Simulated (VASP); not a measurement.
Level of theory: r2SCAN meta-GGA, VASP's PBE PAW potentials (set 64) (plane waves; VASP).

VASP ran on this input.

**KPOINTS**
```
Automatic mesh
0
Gamma
5 5 7
0 0 0
```

**POSCAR**
```
SnO2
1
    4.8586173549     0.0000000000     0.0000000000
    0.0000000000     4.8586173549     0.0000000000
    0.0000000000     0.0000000000     3.2713691946
Sn O
2 4
Direct
  0.0000000000   0.0000000000   0.0000000000
  0.5000000000   0.5000000000   0.5000000000
  0.3058475949   0.3058475949   0.0000000000
  0.8058475949   0.1941524051   0.5000000000
  0.1941524051   0.8058475949   0.5000000000
  0.6941524051   0.6941524051   0.0000000000
```

**INCAR**
```
! general
SYSTEM   =  SnO2
PREC     =  Accurate
ENCUT    =  520
LREAL    =  .FALSE.
LASPH    =  .TRUE.

! electronic loop
EDIFF    =  1E-7
NELM     =  100
ALGO     =  Normal
LMAXMIX  =  4
LMIXTAU  =  .TRUE.

! smearing
ISMEAR   =  0
SIGMA    =  0.05

! functional
METAGGA  =  R2SCAN

! ions
IBRION   =  2
NSW      =  30
ISIF     =  4
EDIFFG   =  -0.01

! output
LWAVE    =  .FALSE.
LCHARG   =  .FALSE.
```

POTCAR, in this order: Sn_d O (PBE.64 set). Program: vasp_std.

The run wrote:

File OUTCAR:
```
 ion  position               nearest neighbor table
   1  0.000  0.000  0.000-   3 2.10   6 2.10   5 2.11   4 2.11   4 2.11   5 2.11
   2  0.500  0.500  0.500-   4 2.10   5 2.10   3 2.11   6 2.11   3 2.11   6 2.11
   3  0.306  0.306  0.000-   1 2.10   2 2.11   2 2.11
   4  0.806  0.194  0.500-   2 2.10   1 2.11   1 2.11
   5  0.194  0.806  0.500-   2 2.10   1 2.11   1 2.11
   6  0.694  0.694  0.000-   1 2.10   2 2.11   2 2.11
  LATTYP: Found a simple tetragonal cell.
 ALAT       =     4.8586173549
 C/A-ratio  =     0.6733127875
 Subroutine PRICEL returns:
 Original cell was already a primitive cell.
 Subroutine GETGRP returns: Found 16 space group operations
The static configuration has the point symmetry D_2h.
 The point group associated with its full space group is D_4h.
The dynamic configuration has the point symmetry D_2h.
 Subroutine INISYM returns: Found 16 space group operations
 Subroutine IBZKPT returns following result:
 Found     24 irreducible k-points:

 Following reciprocal coordinates:
            Coordinates               Weight
  0.000000  0.000000  0.000000      1.000000
  0.200000  0.000000  0.000000      4.000000
  0.400000  0.000000  0.000000      4.000000
  0.200000  0.200000  0.000000      4.000000
  0.400000  0.200000  0.000000      8.000000
  0.400000  0.400000  0.000000      4.000000
  0.000000  0.000000  0.142857      2.000000
  0.200000  0.000000  0.142857      8.000000
  0.400000  0.000000  0.142857      8.000000
  0.200000  0.200000  0.142857      8.000000
  0.400000  0.200000  0.142857     16.000000
  0.400000  0.400000  0.142857      8.000000
  0.000000  0.000000  0.285714      2.000000
  0.200000  0.000000  0.285714      8.000000
  0.400000  0.000000  0.285714      8.000000
  0.200000  0.200000  0.285714      8.000000
  0.400000  0.200000  0.285714     16.000000
  0.400000  0.400000  0.285714      8.000000
  0.000000  0.000000  0.428571      2.000000
  0.200000  0.000000  0.428571      8.000000
  0.400000  0.000000  0.428571      8.000000
  0.200000  0.200000  0.428571      8.000000
  0.400000  0.200000  0.428571     16.000000
  0.400000  0.400000  0.428571      8.000000
   k-points           NKPTS =     24   k-points in BZ     NKDIM =     24   number of bands    NBANDS=     31
   number of dos      NEDOS =    301   number of ions     NIONS =      6
   total plane-waves  NPLWV =  31104
   dimension x,y,z NGX =    36 NGY =   36 NGZ =   24
   dimension x,y,z NGXF=    72 NGYF=   72 NGZF=   48
   ions per type =               2   4
   PREC   = accura    normal or accurate (medium, high low for compatibility)
   ISTART =      0    job   : 0-new  1-cont  2-samecut
   ICHARG =      2    charge: 1-file 2-atom 10-const
   ISPIN  =      1    spin polarized calculation?
   LNONCOLLINEAR =      F non collinear calculations
   LSORBIT =      F    spin-orbit coupling
   INIWAV =      1    electr: 0-lowe 1-rand  2-diag
   ENCUT  =  520.0 eV  38.22 Ry    6.18 a.u.   9.03  9.03  6.08*2*pi/ulx,y,z
   NELM   =    100;   NELMIN=  2; NELMDL= -5     # of ELM steps
   EDIFF  = 0.1E-06   stopping-criterion for ELM
   LREAL  =      F    real-space projection
   NLSPLINE    = F    spline interpolate recip. space projectors
   LMAXMIX     =    4 max onsite mixed and CHGCAR
   VOSKOWN=      0    Vosko Wilk Nusair interpolation
   EDIFFG = -.1E-01   stopping-criterion for IOM
   NSW    =     30    number of steps for IOM
   NBLOCK =      1;   KBLOCK =     30    inner block; outer block
   IBRION =      2    ionic relax: 0-MD 1-quasi-New 2-CG
   NFREE  =      1    steps in history (QN), initial steepest desc. (CG)
   ISIF   =      4    stress and relaxation
   ISYM   =      2    0-nonsym 1-usesym 2-fastsym
   TEIN   =    0.0    initial temperature
   TEBEG  =    0.0;   TEEND  =   0.0 temperature during run
...
```

File OSZICAR:
```
       N       E                     dE             d eps       ncg     rms          rms(c)
DAV:   1     0.596386608834E+03    0.59639E+03   -0.26907E+04  1589   0.262E+03
DAV:   2    -0.278682809596E+01   -0.59917E+03   -0.57784E+03  1672   0.665E+02
DAV:   3    -0.983137366640E+02   -0.95527E+02   -0.93640E+02  1712   0.228E+02
DAV:   4    -0.103123300090E+03   -0.48096E+01   -0.47815E+01  1790   0.564E+01
DAV:   5    -0.103280715137E+03   -0.15742E+00   -0.15737E+00  1887   0.104E+01    0.150E+01
DAV:   6    -0.874521170021E+02    0.15829E+02   -0.16612E+01  2271   0.733E+01    0.636E+00
DAV:   7    -0.832743073141E+02    0.41778E+01   -0.24349E+00  2126   0.145E+01    0.315E+00
DAV:   8    -0.893917835586E+02   -0.61175E+01   -0.16912E+00  1532   0.109E+01    0.212E+00
DAV:   9    -0.845862955970E+02    0.48055E+01   -0.64183E-01  1560   0.703E+00    0.560E-01
DAV:  10    -0.844705202700E+02    0.11578E+00   -0.33393E-01  1775   0.423E+00    0.392E-01
DAV:  11    -0.844708344571E+02   -0.31419E-03   -0.25973E-02  1751   0.156E+00    0.308E-01
DAV:  12    -0.844697922330E+02    0.10422E-02   -0.71041E-03  2425   0.989E-01    0.101E-01
DAV:  13    -0.844289466513E+02    0.40846E-01   -0.10279E-02  1551   0.934E-01    0.446E-02
DAV:  14    -0.844808477970E+02   -0.51901E-01   -0.15823E-02  1715   0.124E+00    0.772E-02
DAV:  15    -0.844813651074E+02   -0.51731E-03   -0.59212E-04  1817   0.237E-01    0.601E-02
DAV:  16    -0.844814953485E+02   -0.13024E-03   -0.10427E-04  1752   0.936E-02    0.505E-02
DAV:  17    -0.844816134383E+02   -0.11809E-03   -0.34606E-05  1883   0.584E-02    0.178E-02
DAV:  18    -0.844816864519E+02   -0.73014E-04   -0.29723E-05  2085   0.592E-02    0.809E-03
DAV:  19    -0.844816758105E+02    0.10641E-04   -0.29898E-06  2308   0.192E-02    0.505E-03
DAV:  20    -0.844816855027E+02   -0.96922E-05   -0.20119E-06  1832   0.130E-02    0.252E-03
DAV:  21    -0.844816852067E+02    0.29601E-06   -0.16680E-07  1241   0.668E-03    0.226E-03
DAV:  22    -0.844816895628E+02   -0.43561E-05   -0.14224E-06  1635   0.116E-02    0.598E-04
DAV:  23    -0.844816905076E+02   -0.94472E-06   -0.37286E-07  1410   0.557E-03    0.864E-04
DAV:  24    -0.844816905814E+02   -0.73862E-07   -0.35113E-08  1066   0.194E-03
   1 F= -.84481691E+02 E0= -.84481691E+02  d E =-.844817E+02
       N       E                     dE             d eps       ncg     rms          rms(c)
DAV:   1    -0.845092558696E+02   -0.27565E-01   -0.37507E+00  1520   0.137E+01    0.107E+00
DAV:   2    -0.845020619775E+02    0.71939E-02   -0.17585E-01  1817   0.370E+00    0.614E-01
DAV:   3    -0.844919730186E+02    0.10089E-01   -0.13190E-02  2145   0.146E+00    0.168E-01
DAV:   4    -0.844920576698E+02   -0.84651E-04   -0.53958E-03  1861   0.667E-01    0.517E-02
DAV:   5    -0.844908884887E+02    0.11692E-02   -0.20375E-03  1546   0.484E-01    0.240E-02
DAV:   6    -0.844923593359E+02   -0.14708E-02   -0.11932E-03  1516   0.365E-01    0.158E-02
DAV:   7    -0.844927408409E+02   -0.38151E-03   -0.20268E-04  1558   0.125E-01    0.627E-03
DAV:   8    -0.844927297419E+02    0.11099E-04   -0.34090E-05  1719   0.601E-02    0.358E-03
DAV:   9    -0.844927685386E+02   -0.38797E-04   -0.10406E-05  1663   0.317E-02    0.745E-04
DAV:  10    -0.844927692902E+02   -0.75166E-06   -0.11910E-06  1680   0.952E-03    0.348E-04
DAV:  11    -0.844927694040E+02   -0.11382E-06   -0.16213E-07  1284   0.377E-03    0.288E-04
DAV:  12    -0.844927693599E+02    0.44180E-07   -0.19913E-08  1010   0.150E-03
   2 F= -.84492769E+02 E0= -.84492769E+02  d E =-.110788E-01
       N       E                     dE             d eps       ncg     rms          rms(c)
DAV:   1    -0.844936094450E+02   -0.84004E-03   -0.12460E-01  1542   0.251E+00    0.195E-01
DAV:   2    -0.844933593572E+02    0.25009E-03   -0.58145E-03  1810   0.683E-01    0.112E-01
DAV:   3    -0.844930242824E+02    0.33507E-03   -0.43771E-04  2186   0.271E-01    0.309E-02
DAV:   4    -0.844930217834E+02    0.24989E-05   -0.18641E-04  1855   0.120E-01    0.946E-03
DAV:   5    -0.844929798307E+02    0.41953E-04   -0.77121E-05  1524   0.948E-02    0.427E-03
DAV:   6    -0.844930370197E+02   -0.57189E-04   -0.38862E-05  1502   0.649E-02    0.273E-03
DAV:   7    -0.844930442996E+02   -0.72799E-05   -0.48905E-06  1642   0.186E-02    0.117E-03
DAV:   8    -0.844930440987E+02    0.20097E-06   -0.10166E-06  1648   0.109E-02    0.591E-04
DAV:   9    -0.844930449904E+02   -0.89174E-06   -0.40248E-07  1436   0.664E-03    0.181E-04
DAV:  10    -0.844930450913E+02   -0.10093E-06   -0.34757E-08  1087   0.181E-03    0.808E-05
DAV:  11    -0.844930450870E+02    0.43028E-08   -0.50529E-09   898   0.720E-04
   3 F= -.84493045E+02 E0= -.84493045E+02  d E =-.113545E-01
       N       E                     dE             d eps       ncg     rms          rms(c)
DAV:   1    -0.844930508290E+02   -0.57376E-05   -0.21011E-03  1543   0.326E-01    0.254E-02
DAV:   2    -0.844930465943E+02    0.42347E-05   -0.97972E-05  1817   0.891E-02    0.146E-02
DAV:   3    -0.844930409163E+02    0.56779E-05   -0.73509E-06  2186   0.353E-02    0.401E-03
DAV:   4    -0.844930407821E+02    0.13419E-06   -0.31190E-06  1876   0.153E-02    0.123E-03
DAV:   5    -0.844930399755E+02    0.80667E-06   -0.13082E-06  1524   0.123E-02    0.553E-04
DAV:   6    -0.844930408954E+02   -0.91993E-06   -0.64352E-07  1338   0.836E-03    0.351E-04
DAV:   7    -0.844930410025E+02   -0.10709E-06   -0.75631E-08  1066   0.245E-03    0.151E-04
DAV:   8    -0.844930410163E+02   -0.13823E-07   -0.14400E-08   926   0.143E-03
   4 F= -.84493041E+02 E0= -.84493041E+02  d E =-.113504E-01
       N       E                     dE             d eps       ncg     rms          rms(c)
DAV:   1    -0.844931444658E+02   -0.10346E-03   -0.18600E-02  1495   0.949E-01    0.635E-02
DAV:   2    -0.844931171622E+02    0.27304E-04   -0.41504E-04  1963   0.190E-01    0.381E-02
DAV:   3    -0.844930916564E+02    0.25506E-04   -0.28402E-05  2115   0.703E-02    0.953E-03
DAV:   4    -0.844930877736E+02    0.38828E-05   -0.19140E-05  1722   0.415E-02    0.226E-03
DAV:   5    -0.844930945693E+02   -0.67957E-05   -0.64617E-06  1516   0.236E-02    0.150E-03
DAV:   6    -0.844930947968E+02   -0.22751E-06   -0.80032E-07  1579   0.731E-03    0.609E-04
DAV:   7    -0.844930948613E+02   -0.64500E-07   -0.22849E-07  1072   0.418E-03
   5 F= -.84493095E+02 E0= -.84493095E+02  d E =-.538450E-04
```

**OUTCAR**
```
------------------------ aborting loop because EDIFF is reached ----------------------------------------
  FORCE on cell =-STRESS in cart. coord.  units (eV):
  Direction    XX          YY          ZZ          XY          YZ          ZX
  --------------------------------------------------------------------------------------
  Total       -4.8568355     -4.8568355     -4.8366226      0.0000000      0.0000000      0.0000000
  in kB     -100.7648403   -100.7648403   -100.3454831      0.0000000      0.0000000      0.0000000
  external PRESSURE =    -100.6250545 kB  Pullay stress =       0.0000000 kB
  volume of cell :       77.22
      direct lattice vectors                 reciprocal lattice vectors
     4.883588409  0.000000000  0.000000000     0.204767461 -0.000000000  0.000000000
     0.000000000  4.883588409  0.000000000    -0.000000000  0.204767461  0.000000000
     0.000000000  0.000000000  3.238000007     0.000000000  0.000000000  0.308832612
 POSITION                                       TOTAL-FORCE (eV/Angst)
 -----------------------------------------------------------------------------------
      0.00000      0.00000      0.00000         0.000000      0.000000      0.000000
      2.44179      2.44179      1.61900         0.000000      0.000000      0.000000
      1.50085      1.50085      0.00000        -0.003949     -0.003949      0.000000
      3.94264      0.94095      1.61900        -0.003949      0.003949      0.000000
      0.94095      3.94264      1.61900         0.003949     -0.003949      0.000000
      3.38274      3.38274      0.00000         0.003949      0.003949      0.000000
 -----------------------------------------------------------------------------------
    total drift:                                0.000000      0.000000     -0.000000
  FREE ENERGIE OF THE ION-ELECTRON SYSTEM (eV)
  ---------------------------------------------------
  free  energy   TOTEN  =       -84.4930948613 eV

  energy  without entropy=      -84.4930948613  energy(sigma->0) =      -84.49309486

 reached required accuracy - stopping structural energy minimisation
```
(Selected blocks of OUTCAR.)

### CONTCAR
```
SnO2
   1.00000000000000
     4.8835884091840756    0.0000000000000000    0.0000000000000000
     0.0000000000000000    4.8835884091840756    0.0000000000000000
     0.0000000000000000    0.0000000000000000    3.2380000074299793
  Sn              O
     2     4
Direct
     0.0000000000000000    0.0000000000000000    0.0000000000000000
     0.5000000000000000    0.5000000000000000    0.5000000000000000
     0.3073243447113477    0.3073243447113477    0.0000000000000000
     0.8073243447113478    0.1926756552886522    0.5000000000000000
     0.1926756552886522    0.8073243447113478    0.5000000000000000
     0.6926756552886522    0.6926756552886522    0.0000000000000000
```

**OUTCAR**
```
 val. band max:        4.8392860887   @ k =   0.0000   0.0000   0.0000

 cond. band min:       5.9876515458   @ k =   0.0000   0.0000   0.0000


 Fermi energy:         5.0991422337

 k-point     1 :       0.0000    0.0000    0.0000
  band No.  band energies     occupation
      1     -16.8037      2.00000
      2     -16.0776      2.00000
      3     -15.8380      2.00000
      4     -15.8380      2.00000
      5     -15.8202      2.00000
      6     -15.7450      2.00000
      7     -15.7102      2.00000
      8     -15.6484      2.00000
      9     -15.6102      2.00000
     10     -15.6102      2.00000
     11     -14.5501      2.00000
     12     -13.0133      2.00000
     13     -13.0133      2.00000
     14     -11.4635      2.00000
     15      -2.9693      2.00000
     16       1.0014      2.00000
     17       1.0014      2.00000
     18       1.1842      2.00000
     19       1.9611      2.00000
     20       2.8287      2.00000
     21       2.9027      2.00000
     22       3.6376      2.00000
     23       3.6376      2.00000
     24       4.1064      2.00000
     25       4.1064      2.00000
     26       4.8393      2.00000
     27       5.9877      0.00000
     28      11.1176      0.00000
     29      11.6304      0.00000
     30      11.6304      0.00000
     31      15.6309      0.00000

 k-point     2 :       0.2000    0.0000    0.0000
  band No.  band energies     occupation
      1     -16.7473      2.00000
      2     -16.1508      2.00000
      3     -15.8365      2.00000
      4     -15.8364      2.00000
      5     -15.8202      2.00000
      6     -15.7809      2.00000
      7     -15.7036      2.00000
      8     -15.6536      2.00000
      9     -15.6120      2.00000
     10     -15.6120      2.00000
     11     -14.4388      2.00000
     12     -13.2125      2.00000
     13     -12.8161      2.00000
     14     -11.5577      2.00000
     15      -2.7143      2.00000
     16       0.3216      2.00000
     17       1.1741      2.00000
...
```

Unless said otherwise, spin-orbit coupling is left out, though it shifts the bands of the heavy elements here.

The compound is SnO2 in the rutile structure. This cell is one point of a volume scan, at 1.06 of the reference volume. Symmetry was kept, so distortions that lower it aren't found.
